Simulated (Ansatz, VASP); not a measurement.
# Sb (antimonene, 1 layer) in two plane-wave programs

One calculation is typed for both programs; each brings its own data sets. How far apart do they land? Of the first pair: The structure shown is the start of the Ansatz relaxation below; VASP solves that cell, so the two are compared at the walk's first step.

Method: plane waves, with VASP 6.6.1 beside it; single point at PBE, in Ansatz 0.2.0.

## (1) The structure

The cell holds 2 atoms: 2 Sb. Cell: a = 4.120 Å, b = 4.120 Å, c = 18.650 Å, α = 90.0°, β = 90.0°, γ = 120.0°. Vacuum lies along c.

## (2) Ansatz: relaxation, PBE

Ansatz runs on its default PAW (the set named soft_2) files.

The two programs are compared at the cell with which this relaxation starts, whose forces are those of its first step.

input.yaml reads:

```yaml
crystal:
  lattice:
    - [4.12, 0.0, 0.0]
    - [-2.06, 3.5680246636, 0.0]
    - [0.0, 0.0, 18.65]
  atoms:
    - { symbol: Sb, position: [0.6666666667, 0.3333333333, 0.4557640751] }
    - { symbol: Sb, position: [0.3333333333, 0.6666666667, 0.5442359249] }
kpoints:
  mp_grid: { grid: [12, 12, 1] }
hamiltonian:
  xc: pbe
scf:
  occupations: { method: fermi_dirac, width: 0.05 }
  convergence: { dr2_threshold: 1.0e-08 }
efield:
  axis: 3
  dipole_correction: true
  ramp_position: 0.97
  ramp_width: 0.04
relax:
  f_tol: 0.01
  cell: { fix: [c, alpha, beta] }
output:
  write_potential: true
  write_density: true
  volumetric_format: npy
```

Launch:

```sh
$ ansatz run input.yaml --threads 4 --pin off --max-ram 8192MiB --backend cpu --events-out ev --progress --plain --runs-dir out
```

Numbers of over 12 decimals in the logs are rounded to 6 here.

The log of the run:

```text
Warning: relax.cell: scf.convergence.dr2_threshold = 1e-8 eV is looser than the 2e-10 eV advised for a relaxation that steers and ends on the stress (1e-10 eV for each atom of the cell: 2). What an SCF threshold leaves in a stress goes as its square root, and in the free energy as the threshold itself, and one threshold admits the most on a small cell: [figures from the program's tests cut] Set scf.convergence.dr2_threshold to 2e-10 eV or tighter. The threshold is an SCF's pass mark: one that does not reach it within its budget of iterations ends unconverged, or closes short of it on a stop that the run arms, and scf.convergence.dr2_threshold's page says what that costs each kind of run
Engine: ansatz 0.2.0, aarch64-unknown-linux-gnu
Pseudopotentials: kind: paw
Pseudopotential: Sb, paw, valence charge 15, recommended cutoff 420 eV (normal), Sb.paw.azcp
Functional definition: PBE
  parameter kappa = 0.804
  parameter beta = 0.066725
  exchange = pbe_x(kappa = kappa, mu = beta*pi^2/3)
  correlation = pbe_c(beta = beta)
Crystal: 2 atoms, lattice volume = 274.160 Å³
Basis set: ecut = 420 eV, 5283 PW (Γ), exchange–correlation on 60×60×250 points (8 copies of the dense FFT grid, shifted against one another)
Bands: 19, of which v1, the nominal top of the filled ones, is band 15 counted from 1 (14 counted from 0)
Symmetry: 6 space group operations
k-points: 19 of 144 (time reversal used)
Non-local potential: Sb, projectors of the file, l = 0: 2, l = 1: 2, l = 2: 2, l = 3: 2
PAW form: soft (Blöchl's): semilocal exchange-correlation on the pseudo side does not see the compensation charge
PAW one-centre angular grid: Sb, 590 points (default); XC on 64 Gauss nodes
Initial density: superposition of atomic densities (neutral atoms: chi_scale 0, normalization atom), corrected by the library's trained network
Initial wavefunctions: pseudopotential atomic-orbital guess
Functional: x = pbe(κ = 0.804, μ = 0.219515), c = pbe(β = 0.066725)
SCF iter   1: F=—  HF=-12968.821129 eV  |F-HF|=—  |Δ(HF+E_count)|=         —  Δρ=8.17e-4  dr2=3.22e-3  ethr=1.77e-3  p=0.000 e·Å  D=3.91e-5 V/Å  ΔV_dip=-0.00 eV  dr2_dipole=1.66e-8  V_vac-E_F(+/−)=4.31/4.31 eV  ⟨swp⟩=7.5  Hψ=2125  notcnv=0
efield: sawtooth ramp at fractional position 0.9700 (set: `efield.ramp_position`, or a place that a band, a saddle search or an elastic batch's reference lends), width 0.0400; the density the first Hamiltonian is built on has a dipole p = 0.000 e·Å; the dipole correction subtracts the counter field D = 3.91e-5 V/Å, which shifts the + side's vacuum level by -0.00 eV against the − side's; the planar-averaged density in the ramp window peaks in size at 9.9e-6 e/Å³
preconditioner: auto → Resta (q_TF=auto, 1.887 Å⁻¹)  ε∞=1.8  [insulator: Δε(μ)=1.279 eV  Ē_g=7.830 eV  σ=0.050 eV  W_gap=1.00  n_scr=40 (ndim 8)  ℏωp=7.1 eV  f_vac=0.693  D(μ)=0.00/eV (n_scr^D=0)  ε∞_Penn≈1.8  vacuum switching on, ρ_ref=4.4e-3 e/Å³]
SCF iter   2: F=—  HF=-12968.821370 eV  |F-HF|=—  |Δ(HF+E_count)|=   2.40e-4  Δρ=5.10e-4  dr2=1.22e-3  ethr=1.07e-5  p=-0.000 e·Å  D=-1.11e-5 V/Å  ΔV_dip=0.00 eV  dr2_dipole=8.22e-8  V_vac-E_F(+/−)=4.24/4.24 eV  ⟨swp⟩=2.3  Hψ=876  notcnv=0
SCF iter   3: F=—  HF=-12968.822036 eV  |F-HF|=—  |Δ(HF+E_count)|=   6.66e-4  Δρ=2.18e-4  dr2=1.14e-4  ethr=4.07e-6  p=0.000 e·Å  D=1.64e-4 V/Å  ΔV_dip=-0.00 eV  dr2_dipole=2.09e-6  V_vac-E_F(+/−)=4.19/4.20 eV  ⟨swp⟩=2.0  Hψ=702  notcnv=0
SCF iter   4: F=—  HF=-12968.822102 eV  |F-HF|=—  |Δ(HF+E_count)|=   6.59e-5  Δρ=8.36e-5  dr2=6.05e-5  ethr=3.79e-7  p=-0.001 e·Å  D=-4.07e-4 V/Å  ΔV_dip=0.01 eV  dr2_dipole=1.16e-5  V_vac-E_F(+/−)=4.19/4.18 eV  ⟨swp⟩=2.0  Hψ=686  notcnv=0
SCF iter   5: F=—  HF=-12968.822116 eV  |F-HF|=—  |Δ(HF+E_count)|=   1.39e-5  Δρ=7.95e-5  dr2=1.50e-4  ethr=2.02e-7  p=0.001 e·Å  D=7.05e-4 V/Å  ΔV_dip=-0.01 eV  dr2_dipole=3.54e-5  V_vac-E_F(+/−)=4.18/4.19 eV  ⟨swp⟩=3.0  Hψ=658  notcnv=0
SCF iter   6: F=—  HF=-12968.822098 eV  |F-HF|=—  |Δ(HF+E_count)|=   1.79e-5  Δρ=1.15e-5  dr2=7.32e-7  ethr=2.02e-7  p=-0.000 e·Å  D=-2.30e-5 V/Å  ΔV_dip=0.00 eV  dr2_dipole=3.68e-8  V_vac-E_F(+/−)=4.18/4.18 eV  ⟨swp⟩=1.9  Hψ=396  notcnv=0
SCF iter   7: F=—  HF=-12968.822088 eV  |F-HF|=—  |Δ(HF+E_count)|=   1.06e-5  Δρ=5.06e-6  dr2=8.06e-8  ethr=2.44e-9  p=-0.000 e·Å  D=-6.88e-7 V/Å  ΔV_dip=0.00 eV  dr2_dipole=1.26e-12  V_vac-E_F(+/−)=4.18/4.18 eV  ⟨swp⟩=2.1  Hψ=647  notcnv=0
SCF iter   8: F=-12968.822088 eV  HF=-12968.822088 eV  |F-HF|=1.23e-9  |Δ(HF+E_count)|=   1.27e-8  Δρ=5.60e-7  dr2=1.15e-9  ethr=3.33e-11  p=-0.000 e·Å  D=-8.89e-7 V/Å  ΔV_dip=0.00 eV  dr2_dipole=1.01e-12  V_vac-E_F(+/−)=4.18/4.18 eV  ⟨swp⟩=7.9  Hψ=2441  notcnv=0
[...]
SCF iter   5: F=—  HF=-12968.823086 eV  |F-HF|=—  |Δ(HF+E_count)|=   9.47e-6  Δρ=1.46e-5  dr2=5.96e-6  ethr=4.59e-9  p=-0.000 e·Å  D=-1.44e-4 V/Å  ΔV_dip=0.00 eV  dr2_dipole=1.43e-6  V_vac-E_F(+/−)=4.22/4.22 eV  ⟨swp⟩=3.0  Hψ=666  notcnv=0  recentre
SCF iter   6: F=—  HF=-12968.823085 eV  |F-HF|=—  |Δ(HF+E_count)|=   7.56e-7  Δρ=2.62e-6  dr2=1.51e-8  ethr=4.59e-9  p=0.000 e·Å  D=1.94e-6 V/Å  ΔV_dip=-0.00 eV  dr2_dipole=2.30e-10  V_vac-E_F(+/−)=4.22/4.22 eV  ⟨swp⟩=2.0  Hψ=402  notcnv=0
SCF iter   7: F=-12968.823085 eV  HF=-12968.823085 eV  |F-HF|=4.37e-10  |Δ(HF+E_count)|=   1.17e-8  Δρ=3.96e-7  dr2=3.59e-10  ethr=3.33e-11  p=0.000 e·Å  D=2.96e-7 V/Å  ΔV_dip=-0.00 eV  dr2_dipole=2.22e-12  V_vac-E_F(+/−)=4.22/4.22 eV  ⟨swp⟩=9.0  Hψ=2110  notcnv=0
SCF 3 converged in 7 iterations: F = -12968.823085 eV  dr2 = 3.59e-10
relax step   3: F+E_penalty+E_count = -12968.82308544 eV  Δ(F+E_penalty+E_count) = -9.979e-4 eV  max|allowed force component| = 1.678e-3 eV/Å  Δτ_max = 0.0079 Å  P = -0.002 GPa  Ω = 274.469 Å³  energy of the carried Pulay correction = -1.361e-5 eV  fix = [c, alpha, beta]  reactions: c -0.002 GPa  (7 SCF iters, accepted)
Initial wavefunctions: pseudopotential atomic-orbital guess (no wavefunctions were taken with the density)
iter 1 solved again at ethr=1.22e-6 eV; its pass at ethr=3.10e-3 eV (dr2=3.66e-4 eV) is discarded
SCF iter   1: F=—  HF=-12968.823116 eV  |F-HF|=—  |Δ(HF+E_count)|=         —  Δρ=1.54e-6  dr2=2.52e-9  ethr=1.22e-6  p=0.000 e·Å  D=2.96e-7 V/Å  ΔV_dip=-0.00 eV  dr2_dipole=2.01e-12  V_vac-E_F(+/−)=4.22/4.22 eV  ⟨swp⟩=3.1  Hψ=3053  notcnv=0
efield: sawtooth ramp at fractional position 0.9700 (set: `efield.ramp_position`, or a place that a band, a saddle search or an elastic batch's reference lends), width 0.0400; the density the first Hamiltonian is built on has a dipole p = 0.000 e·Å; the dipole correction subtracts the counter field D = 2.96e-7 V/Å, which shifts the + side's vacuum level by -0.00 eV against the − side's; the planar-averaged density in the ramp window peaks in size at 3.4e-8 e/Å³
eigensolver tolerance schedule: the retry pair's looser diagonalisation over-reported the residual by 145007.04 of it (diagonalisation noise at an unbounded share of the residual, at the tolerance the schedule requests for it); recorded, not acted on — ethr = c·dr2/N_el stays at c = 1.0e-1
preconditioner: auto → Resta (q_TF=auto, 1.887 Å⁻¹)  ε∞=1.8  [insulator: Δε(μ)=1.310 eV  Ē_g=7.860 eV  σ=0.050 eV  W_gap=1.00  n_scr=40 (ndim 8)  ℏωp=7.1 eV  f_vac=0.693  D(μ)=0.00/eV (n_scr^D=0)  ε∞_Penn≈1.8  vacuum switching on, ρ_ref=4.5e-3 e/Å³]
SCF iter   2: F=—  HF=-12968.823098 eV  |F-HF|=—  |Δ(HF+E_count)|=   1.81e-5  Δρ=7.76e-7  dr2=1.32e-9  ethr=8.40e-12  p=-0.000 e·Å  D=-1.80e-7 V/Å  ΔV_dip=0.00 eV  dr2_dipole=1.53e-11  V_vac-E_F(+/−)=4.22/4.22 eV  ⟨swp⟩=15.3  Hψ=3204  notcnv=0
SCF iter   3: F=-12968.823098 eV  HF=-12968.823098 eV  |F-HF|=2.64e-8  |Δ(HF+E_count)|=   7.05e-9  Δρ=4.60e-7  dr2=4.59e-10  ethr=4.39e-12  p=0.000 e·Å  D=4.65e-7 V/Å  ΔV_dip=-0.00 eV  dr2_dipole=3.18e-12  V_vac-E_F(+/−)=4.22/4.22 eV  ⟨swp⟩=5.0  Hψ=2011  notcnv=0
SCF 4 converged in 3 iterations: F = -12968.823098 eV  dr2 = 4.59e-10
relax step   4: F+E_penalty+E_count = -12968.82309807 eV  Δ(F+E_penalty+E_count) = -1.263e-5 eV  max|allowed force component| = 1.685e-3 eV/Å  Δτ_max = 0.0000 Å  P = -0.002 GPa  Ω = 274.469 Å³  fix = [c, alpha, beta]  reactions: c -0.002 GPa  stress off target by 2.53e-3 GPa on what of the cell is left free  SCF on the basis re-selected at this cell (its energy is not comparable with the rows above)  (3 SCF iters)
basis re-selected at this cell: Δ(F+E_penalty+E_count) = -1.263e-5 eV, ΔP = -0.000 GPa vs the last step (what re-selecting the basis moved, of the pressure what is left beyond the Pulay correction that the steps carried, after the strain that the cell walked since its last selection, with what the two solves' SCF thresholds leave and, on support functions, any second-order correction that the steps lacked; it is no m [...]
WARN: The output density's exchange-correlation potential varies sharply where the density is thin. Do not read a vacuum level from v_tot or v_xc, or from such a field of the output density. On a cell that repeats whose density bears no net charge and no dipole along the vacuum's axis use v_es (v_loc + v_h of the components); under efield.dipole_correction with no amplitude use v_es + v_field, which holds any externa [...]
SCF converged after 3 iterations
Free energy (F): -12968.823098 eV
Harris-Foulkes:  -12968.823098 eV  (|F-HF|=2.64e-8)
Internal energy: -12968.823098 eV  (E = F + TS)
E sigma→0 (E₀):  -12968.823098 eV
Entropy (-TS):   -0.000000 eV (-0.000 meV/atom)
Fermi energy:    -1.091218 eV
Dipole field:    D = -0.000002 V/Å  (p = -0.000002 e·Å, saw-weighted, corrected)
Work function:   Φ+ = 4.2198 eV   Φ− = 4.2198 eV
Levels:          The Fermi level and band energies are counted from a zero that moves with the ramp; work functions are not
--- Per-component energies (eV) ---
  E_band       = -664.063548
  E_kinetic    = 412.472580
  E_local      = -14950.584964  (includes V_loc(G=0)·N_el)
  E_nonlocal   = 724.193595
  E_hartree    = 7164.586239
  E_xc         = -275.697799
  E_vxc        = -190.741999  (∫ρ·V_xc dr)
  E_paw        = -9150.495863  (= ΣΔE_a)
  E_vpaw       = -988.574065  (= ΣTr[D̂ρ^β])
  E_aug_tail   = -0.000003  (compensation charges beyond the density's cutoff)
  E_efield     = 0.000000  (sawtooth field / dipole correction)
  E_vefield    = 0.000009  (∫n·V_field dr)
  E_ewald      = 3106.703117
  E_smearing   = -0.000000  (= −TS)
  E_closure    = -0.000000  (closes the sum)
  Σ components = -12968.823098   (vs F -12968.823098, Δ=0.00e0)
--- Forces (eV/Å), atoms counted from 1 ---
  atom   1  Sb    -0.00000000    -0.00000000     0.00168511
  atom   2  Sb     0.00000000     0.00000000    -0.00168472
  max |Σ_I F_I| component: 3.85e-7 eV/Å
--- Stress (GPa, compression-positive) ---
       -0.002527      -0.000000       0.000000
       -0.000000      -0.002527      -0.000000
        0.000000      -0.000000      -0.001667
  P = ⅓ Tr σ = -0.0022 GPa (-0.022 kbar)
--- Band table (eV; the first three rows and the last of 19) ---
  k-point 0: bands = [... 11 lower, -8.0076, -2.2907, -1.7149, -1.7149, -0.1295, 1.0785, 1.0785, 2.6239]
  k-point 1: bands = [... 11 lower, -8.0057, -2.4295, -2.2601, -1.8827, 0.3640, 0.9867, 1.2412, 2.7230]
  k-point 2: bands = [... 11 lower, -8.0336, -3.4843, -2.2562, -2.2024, 0.0760, 1.5587, 1.5745, 2.9571]
  k-point 18: bands = [... 11 lower, -10.1644, -5.1968, -3.4921, -3.4921, -0.1774, 1.8937, 1.8937, 4.9334]
--- Relaxed structure (3 steps of the walk, 2 accepted, 1 SCFs on fresh bases) ---
  F+E_penalty+E_count = -12968.82309807 eV   max|allowed force component| = 1.685e-3 eV/Å   (the final SCF, on the basis selected at the relaxed cell)
  cell:  # Å, volume = 274.4689 Å³
    - [4.122321, 0.0, 0]
    - [-2.061161, 3.570035, 0]
    - [0, 0, 18.65]
  atoms:
    - { symbol: Sb, position: [0.666667, 0.333333, 0.456187] }
    - { symbol: Sb, position: [0.333333, 0.666667, 0.543813] }
```

Reading the cycles: dr2 is the Hartree energy of the density residual (eV), the measure of convergence; HF is the Harris–Foulkes estimate of the energy, which meets the free energy F at convergence.

## (3) VASP: single point, PBE, start cell, pair 1

The same cell, functional, mesh and smearing now go to VASP, with its own data sets.

Lines of VASP's logs that name or quote its potential files are left out, and so is its time.

INCAR reads:

```
SYSTEM = Sb
PREC = Accurate
ENCUT = 400
EDIFF = 1E-06
NELM = 120
ISMEAR = -1
SIGMA = 0.05
LREAL = .FALSE.
ALGO = Normal
GGA = PE
NBANDS = 11
LORBIT = 11
LWAVE = .FALSE.
LCHARG = .FALSE.
ISIF = 2
LDIPOL = .TRUE.
IDIPOL = 3
DIPOL = 0.5 0.5 0.5
LVHAR = .TRUE.
LASPH = .TRUE.
GGA_COMPAT = .FALSE.
EFERMI = MIDGAP
NELMDL = -8
```

POSCAR reads:

```
Sb
1.0
    4.1200000000      0.0000000000      0.0000000000
   -2.0600000000      3.5680250000      0.0000000000
    0.0000000000      0.0000000000     18.6500000000
Sb
2
Direct
    0.6666667134      0.3333334268      0.4557640751
    0.3333333801      0.6666667601      0.5442359249
```

KPOINTS reads:

```
Automatic mesh
0
Gamma
12 12 1
0 0 0
```

Potentials, in the order of the species: Sb (PBE family, release 64).

Launch:

```sh
$ mpirun -np 1 vasp_std
```

The log of the run:

```text
[banner, memory and clock lines left out]
running    1 mpi-ranks, on    1 nodes
 distrk:  each k-point on    1 cores,    1 groups
 distr:  one band on    1 cores,    1 groups

 POSCAR found type information on POSCAR Sb
 POSCAR found :  1 types and       2 ions
 LDA part: xc-table for (Slater+PW92), standard interpolation
 POSCAR, INCAR and KPOINTS ok, starting setup
 FFT: planning ... GRIDC
 FFT: planning ... GRID_SOFT
 FFT: planning ... GRID
 WAVECAR not read
 entering main loop
       N       E                     dE             d eps       ncg     rms          rms(c)
DAV:   1     0.460403502770E+02    0.46040E+02   -0.23741E+03   418   0.466E+02
DAV:   2    -0.397413528300E+01   -0.50014E+02   -0.47143E+02   609   0.889E+01
DAV:   3    -0.808304456796E+01   -0.41089E+01   -0.40875E+01   602   0.309E+01
DAV:   4    -0.814793875727E+01   -0.64894E-01   -0.64880E-01   501   0.465E+00
DAV:   5    -0.815036101165E+01   -0.24223E-02   -0.24222E-02   565   0.103E+00
DAV:   6    -0.815046406017E+01   -0.10305E-03   -0.10305E-03   573   0.156E-01
DAV:   7    -0.815046805438E+01   -0.39942E-05   -0.39939E-05   578   0.245E-02
DAV:   8    -0.815046811539E+01   -0.61012E-07   -0.61355E-07   450   0.280E-03    0.291E+00
DAV:   9    -0.812454621728E+01    0.25922E-01   -0.12702E-02   472   0.582E-01    0.180E+00
DAV:  10    -0.810656406240E+01    0.17982E-01   -0.33905E-02   481   0.948E-01    0.993E-02
DAV:  11    -0.810649433636E+01    0.69726E-04   -0.17963E-03   515   0.227E-01    0.377E-02
DAV:  12    -0.810630543482E+01    0.18890E-03   -0.29908E-04   550   0.882E-02    0.210E-02
DAV:  13    -0.810632813748E+01   -0.22703E-04   -0.74962E-05   511   0.386E-02    0.144E-02
DAV:  14    -0.810638387975E+01   -0.55742E-04   -0.28712E-05   463   0.195E-02    0.646E-03
DAV:  15    -0.810649309583E+01   -0.10922E-03   -0.24028E-05   454   0.188E-02    0.253E-03
DAV:  16    -0.810651481312E+01   -0.21717E-04   -0.32087E-06   549   0.699E-03    0.112E-03
DAV:  17    -0.810652783779E+01   -0.13025E-04   -0.13047E-06   497   0.377E-03    0.710E-04
DAV:  18    -0.810653872430E+01   -0.10887E-04   -0.18311E-06   526   0.363E-03    0.477E-04
DAV:  19    -0.810655034546E+01   -0.11621E-04   -0.39339E-07   477   0.170E-03    0.396E-04
DAV:  20    -0.810655623838E+01   -0.58929E-05   -0.32718E-07   460   0.134E-03    0.233E-04
DAV:  21    -0.810655704804E+01   -0.80965E-06   -0.17805E-08   417   0.381E-04
   1 F= -.81065570E+01 E0= -.81065569E+01  d E =-.254742E-06
```

From OUTCAR (step 3):

```text
ion  position               nearest neighbor table
   1  0.667  0.333  0.456-   2 2.89   2 2.89   2 2.89
   2  0.333  0.667  0.544-   1 2.89   1 2.89   1 2.89

  LATTYP: Found a hexagonal cell.
 ALAT       =     4.1200000000
 C/A-ratio  =     4.5266990291

 Subroutine GETGRP returns: Found 12 space group operations
 (whereof 12 operations were pure point group operations)

The static configuration has the point symmetry D_3d.

 Found     19 irreducible k-points:

   k-points           NKPTS =     19   k-points in BZ     NKDIM =     19   number of bands    NBANDS=     11

   dimension x,y,z NGX =    28 NGY =   28 NGZ =  126
   dimension x,y,z NGXF=    56 NGYF=   56 NGZF=  252

   ENCUT  =  400.0 eV  29.40 Ry    5.42 a.u.   6.72  6.72 30.41*2*pi/ulx,y,z

   NELECT =      10.0000    total number of electrons

 k-points in reciprocal lattice and weights: Automatic mesh
   0.00000000  0.00000000  0.00000000       0.007
   0.08333333 -0.00000000  0.00000000       0.042
   0.16666667 -0.00000000  0.00000000       0.042
   0.25000000 -0.00000000  0.00000000       0.042
   0.33333333 -0.00000000  0.00000000       0.042
   0.41666667 -0.00000000  0.00000000       0.042
   0.50000000 -0.00000000  0.00000000       0.021
   0.08333333  0.08333333  0.00000000       0.042
   0.16666667  0.08333333  0.00000000       0.083
[...]
0.33333333  0.25000000  0.00000000       0.083
   0.33333333  0.33333333  0.00000000       0.014

 dipolmoment           0.000000      0.000000     -0.000000 electrons x Angstroem

 average (electrostatic) potential at core
       1 -94.5867       2 -94.5867

 E-fermi :  -1.7030

 k-point     1 :       0.0000    0.0000    0.0000
  band No.  band energies     occupation
      1     -13.5583      2.00000
      2      -8.6243      2.00000
      3      -2.9197      2.00000
      4      -2.3047      1.99999
      5      -2.3047      1.99999
      6      -0.7550      0.00000
      7       0.4670      0.00000
      8       0.4670      0.00000
      9       2.0095      0.00000
     10       2.1882      0.00000
    ...

 k-point     2 :       0.0833   -0.0000    0.0000
  band No.  band energies     occupation
      1     -13.4849      2.00000
      2      -8.6221      2.00000
      3      -3.0272      2.00000
      4      -2.8876      2.00000
      5      -2.4732      2.00000
      6      -0.2560      0.00000
      7       0.3715      0.00000
      8       0.6284      0.00000
      9       2.1092      0.00000
     10       2.2728      0.00000
    ...

 k-point     3 :       0.1667   -0.0000    0.0000
  band No.  band energies     occupation
      1     -13.2673      2.00000
      2      -8.6491      2.00000
      3      -4.0875      2.00000
      4      -2.8478      2.00000
      5      -2.8248      2.00000
      6      -0.5444      0.00000
      7       0.9413      0.00000
      8       0.9474      0.00000
      9       2.3435      0.00000
     10       2.5243      0.00000
    ...

  Total       -0.0535775     -0.0535775     -0.0928436      0.0000000      0.0000000      0.0000000
  in kB       -0.3131041     -0.3131042     -0.5425735      0.0000000      0.0000000      0.0000000
  external PRESSURE =      -0.3895939 kB  Pullay stress =       0.0000000 kB

  energy-cutoff  :      400.00
  volume of cell :      274.16
      direct lattice vectors                 reciprocal lattice vectors
     4.120000000  0.000000000  0.000000000     0.242718447  0.140133547  0.000000000
    -2.060000000  3.568025000  0.000000000     0.000000000  0.280267095  0.000000000
     0.000000000  0.000000000 18.650000000     0.000000000  0.000000000  0.053619303

 POSITION                                       TOTAL-FORCE (eV/Angst)
 -----------------------------------------------------------------------------------
      2.06000      1.18934      8.50000         0.000000     -0.000000      0.053347
      0.00000      2.37868     10.15000        -0.000000      0.000000     -0.053347
 -----------------------------------------------------------------------------------
    total drift:                               -0.000000     -0.000116      0.000000

  FREE ENERGIE OF THE ION-ELECTRON SYSTEM (eV)
  ---------------------------------------------------
  free  energy   TOTEN  =        -8.1065570480 eV

  energy  without entropy=       -8.1065567933  energy(sigma->0) =       -8.10655692

 vacuum level on the upper side and lower side of the slab         2.515         2.515

 total charge
# of ion       s       p       d       tot
------------------------------------------
    1        1.212   1.159   0.026   2.397
    2        1.212   1.159   0.026   2.397
--------------------------------------------------
tot          2.424   2.318   0.052   4.793

[... 3 further parts left out ...]
```

The gap is read on the k-mesh alone, so it is an upper bound where the band edges lie off the mesh.

(Continued in part 2 of 2.)

[Lines on the potential files, build, host, timing and source positions are cut from VASP's logs without a mark.]

[Logs are printed without paths, hosts, clocks, repeated set-up lines and the standing remarks that a program may print on its own settings, such as how far it seeks lower states.]

[Hosts, paths, dates, database ids (printed as entryN), source tags and the programs' standing remarks are cut or masked in the printed files.]
